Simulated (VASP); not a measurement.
Level of theory: revTPSS meta-GGA, VASP's PBE PAW potentials (set 64) (plane waves; VASP).

VASP input:

**KPOINTS**
```
K-points
0
Gamma
 12 12 7
0 0 0
```

### INCAR
```
LMIXTAU=.TRUE.
EDIFF=1E-7   ! SCF stop (eV)
NELM=100
ALGO=Normal   ! blocked Davidson
METAGGA=RTPSS
LREAL=.FALSE.
ISMEAR=1
LWAVE=.FALSE.
LMAXMIX=6   ! l cut-off of mixed one-centre charges
ISIF=4
IBRION=2   ! conjugate gradients
SYSTEM=Lu
SIGMA=0.1   ! width (eV)
ENCUT=520   ! plane-wave cut-off (eV)
EDIFFG=-0.01   ! ionic stop
LCHARG=.FALSE.
PREC=Accurate
NSW=30
LASPH=.TRUE.   ! aspherical one-centre terms
```

### POSCAR
```
Lu
1.0
  1.7500060061  -3.0310994011   0.0000000000
  1.7500060061   3.0310994011   0.0000000000
  0.0000000000   0.0000000000   5.4652862795
Lu
2
Cart
  1.7500060061   1.0103684878   1.3663215699
  1.7500060061  -1.0103684878   4.0989647096
```

POTCAR, in this order: Lu_3 (PBE.64 set). Program: vasp_std.

The run wrote:

### OSZICAR
```
       N       E                     dE             d eps       ncg     rms          rms(c)
DAV:   1     0.178360633492E+03    0.17836E+03   -0.97583E+03  2645   0.190E+03
DAV:   2     0.771544966404E+02   -0.10121E+03   -0.99166E+02  3301   0.933E+02
DAV:   3     0.717908723735E+02   -0.53636E+01   -0.51640E+01  3711   0.141E+02
DAV:   4     0.714082800423E+02   -0.38259E+00   -0.34600E+00  3803   0.173E+01
DAV:   5     0.713480151119E+02   -0.60265E-01   -0.55941E-01  3708   0.507E+00    0.295E+01
DAV:   6     0.640890351296E+02   -0.72590E+01   -0.29628E+01  2021   0.441E+02    0.168E+01
DAV:   7     0.640994823580E+02    0.10447E-01   -0.18312E+00  3824   0.554E+01    0.108E+00
DAV:   8     0.636707996600E+02   -0.42868E+00   -0.73380E-01  2936   0.120E+01    0.421E-01
DAV:   9     0.641921167565E+02    0.52132E+00   -0.15077E+02  1976   0.278E+03    0.429E-01
DAV:  10     0.636465231209E+02   -0.54559E+00   -0.58339E-01  2422   0.101E+01    0.332E-01
DAV:  11     0.636403401269E+02   -0.61830E-02   -0.47861E-03  3267   0.114E+00    0.225E-01
DAV:  12     0.636357164161E+02   -0.46237E-02   -0.90412E-04  3242   0.453E-01    0.393E-02
DAV:  13     0.636348463785E+02   -0.87004E-03   -0.66637E-04  3229   0.382E-01    0.590E-02
DAV:  14     0.636341876893E+02   -0.65869E-03   -0.16896E-04  3229   0.218E-01    0.153E-02
DAV:  15     0.636341423632E+02   -0.45326E-04   -0.91382E-06  3314   0.576E-02    0.104E-02
DAV:  16     0.636341402256E+02   -0.21376E-05   -0.14944E-06  3299   0.186E-02    0.123E-02
DAV:  17     0.636341403744E+02    0.14883E-06   -0.10180E-07  1748   0.772E-03    0.803E-03
DAV:  18     0.636341407224E+02    0.34798E-06   -0.63831E-08  1618   0.841E-03    0.314E-03
DAV:  19     0.636341402592E+02   -0.46313E-06   -0.74018E-08  1654   0.104E-02    0.106E-03
DAV:  20     0.636341402158E+02   -0.43428E-07   -0.33523E-08  1593   0.575E-03
   1 F= 0.63634140E+02 E0= 0.63634205E+02  d E =0.636341E+02
       N       E                     dE             d eps       ncg     rms          rms(c)
DAV:   1     0.636339340292E+02   -0.20623E-03   -0.74297E-03  3051   0.120E+00    0.671E-02
DAV:   2     0.636340355834E+02    0.10155E-03   -0.21215E-04  3334   0.224E-01    0.372E-02
DAV:   3     0.636340685296E+02    0.32946E-04   -0.58604E-05  3449   0.860E-02    0.232E-02
DAV:   4     0.636340735857E+02    0.50561E-05   -0.93350E-06  3470   0.373E-02    0.483E-03
DAV:   5     0.636340705944E+02   -0.29913E-05   -0.49419E-06  3327   0.272E-02    0.427E-03
DAV:   6     0.636340693315E+02   -0.12629E-05   -0.10014E-06  3173   0.120E-02    0.192E-03
DAV:   7     0.636340693581E+02    0.26652E-07   -0.21840E-07  2257   0.450E-03
   2 F= 0.63634069E+02 E0= 0.63634150E+02  d E =-.708577E-04
```

### OUTCAR
```
------------------------ aborting loop because EDIFF is reached ----------------------------------------
  FORCE on cell =-STRESS in cart. coord.  units (eV):
  Direction    XX          YY          ZZ          XY          YZ          ZX
  --------------------------------------------------------------------------------------
  Total       -0.4465257     -0.4465257     -0.4739240      0.0000000      0.0000000     -0.0000000
  in kB      -12.3388419    -12.3388425    -13.0959391      0.0000000      0.0000000     -0.0000000
  external PRESSURE =     -12.5912078 kB  Pullay stress =       0.0000000 kB
  volume of cell :       57.98
      direct lattice vectors                 reciprocal lattice vectors
     1.751149535 -3.033080050  0.000000000     0.285526730 -0.164848930 -0.000000000
     1.751149535  3.033080050 -0.000000000     0.285526730  0.164848930  0.000000000
     0.000000000 -0.000000000  5.458150771     0.000000000  0.000000000  0.183212235
 POSITION                                       TOTAL-FORCE (eV/Angst)
 -----------------------------------------------------------------------------------
      1.75115      1.01103      1.36454         0.000000      0.000000      0.000000
      1.75115     -1.01103      4.09361        -0.000000     -0.000000      0.000000
 -----------------------------------------------------------------------------------
    total drift:                                0.000002      0.000070     -0.000011
  FREE ENERGIE OF THE ION-ELECTRON SYSTEM (eV)
  ---------------------------------------------------
  free  energy   TOTEN  =        63.6340693581 eV

  energy  without entropy=       63.6343114475  energy(sigma->0) =       63.63415005

 reached required accuracy - stopping structural energy minimisation
```
(Selected blocks of OUTCAR.)

### CONTCAR
```
Lu
   1.00000000000000
     1.7511495353810853   -3.0330800502197737    0.0000000000000000
     1.7511495353810853    3.0330800502197737   -0.0000000000000000
     0.0000000000000000   -0.0000000000000000    5.4581507705983627
  Lu
     2
Direct
     0.3333330000000032    0.6666669999999968    0.2500000000000000
     0.6666669999999968    0.3333330000000032    0.7500000000000000
```

The compound is Lu in the hcp structure. This cell is one point of a volume scan, at 1.03 of the reference volume. Symmetry was kept, so distortions that lower it aren't found.
